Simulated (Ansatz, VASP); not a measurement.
# K: VASP beside Ansatz

Wanted: the spread between two codes on one cell, functional and k mesh. The cell is taken from a series of runs on this material, whose earlier steps may have relaxed or scaled it; both programs get it as it stands.

Calculated with Ansatz 0.2.0; plane waves, with VASP 6.6.1 beside it; single point at PBEsol.

### 1. Starting point

Symmetry: Im-3m, No. 229, cubic system. Conventional cell: a = 5.270 Å, b = 5.270 Å, c = 5.270 Å, α = 90.00°, β = 90.00°, γ = 90.00°. K has 8 K at 4.56 Å nearest.

### 2. VASP: single point, PBEsol

With cell and atoms fixed, the geometry can't cause a difference; cores, projectors, grids and the points listed under the comparison can.

Lines of VASP's logs that name or quote its potential files are left out, and so is its time.

Contents of INCAR:

```
SYSTEM = K
PREC = Accurate
ENCUT = 520
EDIFF = 1E-06
NELM = 100
ISMEAR = 1
SIGMA = 0.15
LREAL = .FALSE.
ALGO = Normal
GGA = PS
NBANDS = 10
LORBIT = 11
LWAVE = .FALSE.
LCHARG = .FALSE.
KPAR = 2
ISIF = 2
```

Contents of POSCAR:

```
K
1.0
   -2.6349749400      2.6349749400      2.6349749400
    2.6349749400     -2.6349749400      2.6349749400
    2.6349749400      2.6349749400     -2.6349749400
K
1
Direct
    0.0000000000      0.0000000000      0.0000000000
```

Contents of KPOINTS:

```
Automatic mesh
0
Gamma
9 9 9
0 0 0
```

The projector-augmented-wave data sets are K_sv_GW (PBE family, release 64).

Launch:

```bash
$ mpirun -np 2 vasp_std
```

Numbers of over 12 decimals in the logs are rounded to 6 here.

The program printed:

```text
[banner, memory and clock lines left out]
running    2 mpi-ranks, on    1 nodes
 distrk:  each k-point on    1 cores,    2 groups
 distr:  one band on    1 cores,    1 groups

 POSCAR found type information on POSCAR K
 POSCAR found :  1 types and       1 ions
|                                                                             |
|               ----> ADVICE to this user running VASP <----                  |
|                                                                             |
|     You enforced a specific xc type in the INCAR file but a different       |
|     [... a line on the potential file left out ...]
|     I HOPE YOU KNOW WHAT YOU ARE DOING!                                     |
|                                                                             |

 LDA part: xc-table for (Slater+PW92), standard interpolation
 POSCAR, INCAR and KPOINTS ok, starting setup
 FFT: planning ... GRIDC
 FFT: planning ... GRID_SOFT
 FFT: planning ... GRID
 WAVECAR not read
 entering main loop
       N       E                     dE             d eps       ncg     rms          rms(c)
DAV:   1     0.827523982537E+02    0.82752E+02   -0.30494E+03   700   0.652E+02
DAV:   2     0.187168248666E+01   -0.80881E+02   -0.76470E+02  1140   0.218E+02
DAV:   3    -0.346090666981E+01   -0.53326E+01   -0.53249E+01   884   0.643E+01
DAV:   4    -0.359014208203E+01   -0.12924E+00   -0.12920E+00  1204   0.138E+01
DAV:   5    -0.359067647526E+01   -0.53439E-03   -0.53436E-03  1026   0.571E-01    0.880E+00
DAV:   6    -0.355488387558E+01    0.35793E-01   -0.46663E-02  1216   0.171E+00    0.554E+00
DAV:   7    -0.354276921139E+01    0.12115E-01   -0.60655E-02  1202   0.170E+00    0.225E-01
DAV:   8    -0.354199586182E+01    0.77335E-03   -0.45403E-03  1178   0.764E-01    0.508E-02
DAV:   9    -0.354204620573E+01   -0.50344E-04   -0.79381E-05   818   0.961E-02    0.272E-02
DAV:  10    -0.354204563108E+01    0.57465E-06   -0.35110E-05  1262   0.442E-02    0.540E-03
DAV:  11    -0.354204555110E+01    0.79986E-07   -0.69915E-07   828   0.670E-03
   1 F= -.35420456E+01 E0= -.35420703E+01  d E =0.741780E-04
```

From OUTCAR (step 2):

```text
ion  position               nearest neighbor table
   1  0.000  0.000  0.000-

  LATTYP: Found a body centered cubic cell.
 ALAT       =     5.2699498800

 Subroutine GETGRP returns: Found 48 space group operations
 (whereof 48 operations were pure point group operations)

The static configuration has the point symmetry O_h .

 Found     35 irreducible k-points:

   k-points           NKPTS =     35   k-points in BZ     NKDIM =     35   number of bands    NBANDS=     10

   dimension x,y,z NGX =    36 NGY =   36 NGZ =   36
   dimension x,y,z NGXF=    72 NGYF=   72 NGZF=   72

   ENCUT  =  520.0 eV  38.22 Ry    6.18 a.u.   8.49  8.49  8.49*2*pi/ulx,y,z

   NELECT =       9.0000    total number of electrons

 k-points in reciprocal lattice and weights: Automatic mesh
   0.00000000  0.00000000  0.00000000       0.001
   0.11111111  0.00000000  0.00000000       0.016
   0.22222222  0.00000000  0.00000000       0.016
   0.33333333  0.00000000  0.00000000       0.016
   0.44444444  0.00000000  0.00000000       0.016
   0.11111111  0.11111111  0.00000000       0.033
   0.22222222  0.11111111  0.00000000       0.066
   0.33333333  0.11111111 -0.00000000       0.066
   0.44444444  0.11111111  0.00000000       0.033
[...]
-0.44444444 -0.44444444  0.33333333       0.011
  -0.44444444  0.44444444  0.44444444       0.008

 average (electrostatic) potential at core
       1 -84.1673

 E-fermi :   0.9783

 k-point     1 :       0.0000    0.0000    0.0000
  band No.  band energies     occupation
      1     -31.0216      2.00000
      2     -14.5289      2.00000
      3     -14.5289      2.00000
      4     -14.5289      2.00000
      5      -1.1946      2.00000
      6       5.2601      0.00000
      7       5.2601      0.00000
      8       5.2601      0.00000
      9       6.1703      0.00000
     10       6.1703      0.00000

 k-point     2 :       0.1111    0.0000    0.0000
  band No.  band energies     occupation
      1     -31.0211      2.00000
      2     -14.5372      2.00000
      3     -14.5316      2.00000
      4     -14.5289      2.00000
      5      -1.0411      2.00000
      6       5.0068      0.00000
      7       5.0695      0.00000
      8       5.3812      0.00000
      9       5.9580      0.00000
     10       6.1341      0.00000

 k-point     3 :       0.2222    0.0000    0.0000
  band No.  band energies     occupation
      1     -31.0199      2.00000
      2     -14.5581      2.00000
      3     -14.5386      2.00000
      4     -14.5288      2.00000
      5      -0.5926      2.00000
      6       4.1574      0.00000
      7       4.6850      0.00000
      8       5.7378      0.00000
      9       5.9639      0.00000
     10       6.1118      0.00000

  Total       -0.0680713     -0.0680713     -0.0680713     -0.0000000      0.0000000      0.0000000
  in kB       -1.4903400     -1.4903400     -1.4903400     -0.0000000      0.0000000      0.0000000
  external PRESSURE =      -1.4903400 kB  Pullay stress =       0.0000000 kB

  energy-cutoff  :      520.00
  volume of cell :       73.18
      direct lattice vectors                 reciprocal lattice vectors
    -2.634974940  2.634974940  2.634974940     0.000000000  0.189755125  0.189755125
     2.634974940 -2.634974940  2.634974940     0.189755125  0.000000000  0.189755125
     2.634974940  2.634974940 -2.634974940     0.189755125  0.189755125  0.000000000

 POSITION                                       TOTAL-FORCE (eV/Angst)
 -----------------------------------------------------------------------------------
      0.00000      0.00000      0.00000        -0.000000     -0.000000     -0.000000
 -----------------------------------------------------------------------------------
    total drift:                               -0.000000     -0.000000      0.000000

  FREE ENERGIE OF THE ION-ELECTRON SYSTEM (eV)
  ---------------------------------------------------
  free  energy   TOTEN  =        -3.5420455511 eV

  energy  without entropy=       -3.5421197291  energy(sigma->0) =       -3.54207028

 total charge
# of ion       s       p       d       tot
------------------------------------------
    1        2.249   5.834   0.008   8.091

[... 3 further parts left out ...]
```

This run has no spin polarisation. Its electron count is odd, so without a moment it is a metal by construction.

### 3. Ansatz: single point, PBEsol

Ansatz runs on its default PAW (the set named soft_2) files.

The same cell, functional, mesh and smearing now go to Ansatz, which takes its cutoff from its data sets.

Contents of input.yaml:

```yaml
crystal:
  lattice:
    - [-2.63497494, 2.63497494, 2.63497494]
    - [2.63497494, -2.63497494, 2.63497494]
    - [2.63497494, 2.63497494, -2.63497494]
  atoms:
    - { symbol: K, position: [0.0, 0.0, 0.0] }
hamiltonian:
  xc: pbesol
  pseudopotentials: { kind: paw }
kpoints:
  mp_grid: { grid: [9, 9, 9] }
scf:
  occupations: { method: methfessel_paxton, width: 0.15 }
  n_extra_bands: 4
output:
  forces: true
  stress: true
  eigenvalues: true
```

Launch:

```bash
$ ansatz run input.yaml --threads 2 --pin off --max-ram 4608MiB --backend cpu --events-out ev --progress --plain --runs-dir out
```

The program printed:

```text
scf.n_extra_bands = 4 over 5 filled bands (N_el = 9.0): the run solves 9 bands
Engine: ansatz 0.2.0, aarch64-unknown-linux-gnu
Pseudopotentials: kind: paw
Pseudopotential: K, paw, valence charge 9, recommended cutoff 420 eV (normal), K.paw.azcp
Functional definition: PBEsol
  exchange = pbesol_x
  correlation = pbesol_c
Crystal: 1 atoms, lattice volume = 73.180 Å³
Basis set: ecut = 420 eV, 1433 PW (Γ), exchange–correlation on 64×64×64 points (8 copies of the dense FFT grid, shifted against one another)
Bands: 9, of which v1, the nominal top of the filled ones, is band 5 counted from 1 (4 counted from 0)
Symmetry: 48 space group operations
Space group: Im-3m (ITA 229), of the structure as read, at distance tolerance 4.2e-5 Å
k-points: 35 of 729
Non-local potential: K, projectors of the file, l = 0: 3, l = 1: 2, l = 2: 2
PAW form: soft (Blöchl's): semilocal exchange-correlation on the pseudo side does not see the compensation charge
PAW frozen core: K, regenerated for the run's functional, and the local potential with it (the file was generated under x = pbe(κ = 0.804, μ = 0.219515), c = pbe(β = 0.066725))
PAW one-centre angular grid: K, 110 points (default); XC on 64 Gauss nodes
Initial density: superposition of atomic densities (neutral atoms: chi_scale 0, normalization atom), corrected by the library's trained network
Initial wavefunctions: pseudopotential atomic-orbital guess
Functional: x = pbesol(κ = 0.804, μ = 0.123457), c = pbesol(β = 0.046)
SCF iter   1: F=—  HF=-1516.030798 eV  |F-HF|=—  |Δ(HF+E_count)|=         —  Δρ=1.20e-3  dr2=5.55e-4  ethr=1.77e-3  ⟨swp⟩=5.0  Hψ=2236  notcnv=0
preconditioner: auto → none  [insulator: Δε(μ)=0.109 eV  Ē_g=4.072 eV  σ=0.150 eV  W_gap=0.56  n_scr=12 (ndim 8)  ℏωp=4.3 eV  f_vac=0.000  D(μ)=0.64/eV (n_scr^D=0)  ε∞_Penn≈2.1]
SCF iter   2: F=—  HF=-1516.030406 eV  |F-HF|=—  |Δ(HF+E_count)|=   3.92e-4  S|Δr|=    0.00e0  Δρ=4.50e-4  dr2=3.14e-5  ethr=6.17e-6  ⟨swp⟩=2.2  Hψ=747  notcnv=0
SCF iter   3: F=—  HF=-1516.030432 eV  |F-HF|=—  |Δ(HF+E_count)|=   2.65e-5  S|Δr|=    0.00e0  Δρ=1.99e-4  dr2=6.25e-6  ethr=3.48e-7  ⟨swp⟩=1.7  Hψ=332  notcnv=0
SCF iter   4: F=-1516.030441 eV  HF=-1516.030440 eV  |F-HF|=5.67e-9  |Δ(HF+E_count)|=   8.23e-6  S|Δr|=    0.00e0  Δρ=6.59e-6  dr2=1.85e-8  ethr=1.11e-9  ⟨swp⟩=4.6  Hψ=1895  notcnv=0
SCF 1 converged in 4 iterations: F = -1516.030441 eV  dr2 = 1.85e-8
  greatest PAW one-centre occupation: 0.987 electrons in one spin orbital (limit 2), on the K atom at site 0 (counted from 0), in its partial waves of l = 0
SCF converged after 4 iterations
Stability not checked: this state was not tested for a lower state beside it, because cold or Methfessel-Paxton smearing, or corrected tetrahedra, fill the levels in a way that the test cannot read (fill_not_monotonic; see scf.lower_state_search)
Free energy (F): -1516.030441 eV
Harris-Foulkes:  -1516.030440 eV  (|F-HF|=5.67e-9)
Internal energy: -1516.030505 eV  (E = F + TS)
E sigma→0 (E₀):  -1516.030457 eV
Entropy (-TS):   0.000065 eV (0.065 meV/atom)
Fermi energy:    1.743132 eV
--- Per-component energies (eV) ---
  E_band       = -142.392418
  E_kinetic    = 251.882779
  E_local      = -753.653381  (includes V_loc(G=0)·N_el)
  E_nonlocal   = 13.806803
  E_hartree    = 268.304966
  E_xc         = -131.946206
  E_vxc        = -161.633161  (∫ρ·V_xc dr)
  E_paw        = -761.806806  (= ΣΔE_a)
  E_vpaw       = -29.408449  (= ΣTr[D̂ρ^β])
  E_aug_tail   = -0.000003  (compensation charges beyond the density's cutoff)
  E_ewald      = -402.726543
  E_core_change = 0.107885  (= ΣΔE_core)
  E_smearing   = 0.000065  (= −TS)
  E_closure    = 0.000000  (closes the sum)
  Σ components = -1516.030441   (vs F -1516.030441, Δ=0.00e0)
--- Forces (eV/Å), atoms counted from 1 ---
  atom   1  K     -0.00000000     0.00000000     0.00000000
  max |Σ_I F_I| component: 3.60e-32 eV/Å
--- Stress (GPa, compression-positive) ---
       -0.118024      -0.000000      -0.000000
       -0.000000      -0.118024       0.000000
       -0.000000       0.000000      -0.118024
  P = ⅓ Tr σ = -0.1180 GPa (-1.180 kbar)
--- Band table (eV; the first three rows and the last of 35) ---
  k-point 0: bands = ["-30.2574", "-13.7696", "-13.7696", "-13.7696", "-0.4322", "6.0245", "6.0245", "6.0245", "6.9345"]
  k-point 1: bands = ["-30.2569", "-13.7779", "-13.7723", "-13.7696", "-0.2785", "5.7713", "5.8337", "6.1459", "6.7221"]
  k-point 2: bands = ["-30.2556", "-13.7987", "-13.7793", "-13.7695", "0.1705", "4.9222", "5.4490", "6.5034", "6.7283"]
  k-point 34: bands = ["-30.2499", "-13.8197", "-13.8184", "-13.8184", "3.2159", "3.4673", "5.1893", "5.1925", "5.1925"]
```

The run ends at a pressure of -0.12 GPa.

### 4. Comparison

Known differences besides the PAW data sets themselves: the cutoff is 420 eV in Ansatz and 520 eV in VASP; Ansatz makes its cores anew for this functional, VASP keeps those of its PBE data sets; VASP leaves aspherical gradient terms in its spheres out (LASPH is not set), Ansatz keeps them. Total energies have different zeros and are not compared.

The two programs side by side:

| quantity | Ansatz | VASP | difference |
| --- | --- | --- | --- |
| pressure (GPa) | -0.12 | -0.15 | +0.03 |

### 5. Results

```
difference in pressure (single point, PBEsol) : 0.031 GPa
```

The difference in pressure is 0.031 GPa (single point, PBEsol), within the 1 GPa picked in this series as the mark of a large difference. Differences of this kind measure data sets and numerical settings, not the functional's error against experiment.

[Lines on the potential files, build, host, timing and source positions are cut from VASP's logs without a mark.]

[Logs are printed without paths, hosts, clocks, repeated set-up lines and the standing remarks that a program may print on its own settings, such as how far it seeks lower states.]

[Hosts, paths, dates, database ids (printed as entryN), source tags and the programs' standing remarks are cut or masked in the printed files.]
